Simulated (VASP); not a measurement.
Input for VASP

### POSCAR
```
KI
1
   -0.0000000000     3.5280068404     3.5280068404
    3.5280068404     0.0000000000     3.5280068404
    3.5280068404     3.5280068404    -0.0000000000
K I
1 1
Direct
  0.0000000000   0.0000000000   0.0000000000
  0.5000000000   0.5000000000   0.5000000000
```

### INCAR
```
SYSTEM = KI
PREC = Accurate
ENCUT = 520
EDIFF = 1E-7
NELM = 100
ALGO = Normal
LREAL = .FALSE.
LASPH = .TRUE.
ISMEAR = -5
GGA = PE
IVDW = 13
LMAXMIX = 4
LWAVE = .FALSE.
LCHARG = .TRUE.
LORBIT = 11
NEDOS = 601
ISIF = 2
```

**KPOINTS**
```
Automatic mesh
0
Gamma
7 7 7
0 0 0
```

POTCAR, in this order: K_sv I (PBE.64 set). Program: vasp_std.

Problem. Translate this PBE-D4 calculation to Ansatz.

Solution. One equivalent input (not run):
Ansatz 0.2 input:
```yaml
crystal:
  lattice:
    - [0.0000000, 3.5280068, 3.5280068]
    - [3.5280068, 0.0000000, 3.5280068]
    - [3.5280068, 3.5280068, 0.0000000]
  atoms:
    - { symbol: K, position: [0.0000000, 0.0000000, 0.0000000] }
    - { symbol: I, position: [0.5000000, 0.5000000, 0.5000000] }
kpoints:
  mp_grid: { grid: [7, 7, 7] }
hamiltonian:
  xc: pbe
  dispersion: d4
  pseudopotentials: { kind: paw }
scf:
  occupations: { method: tetrahedron }
  max_iter: 100
output: { forces: true, stress: true, eigenvalues: true }
```
What does not carry over: each code has its own PAW files, so the cut-off isn't converted (ENCUT is set for VASP's; basis.ecutwfc is left out, and Ansatz then takes the one that its files recommend); Ansatz stops its SCF on the density residual and VASP on the energy change (EDIFF).

The compound is KI in the rock salt structure. It was relaxed first.
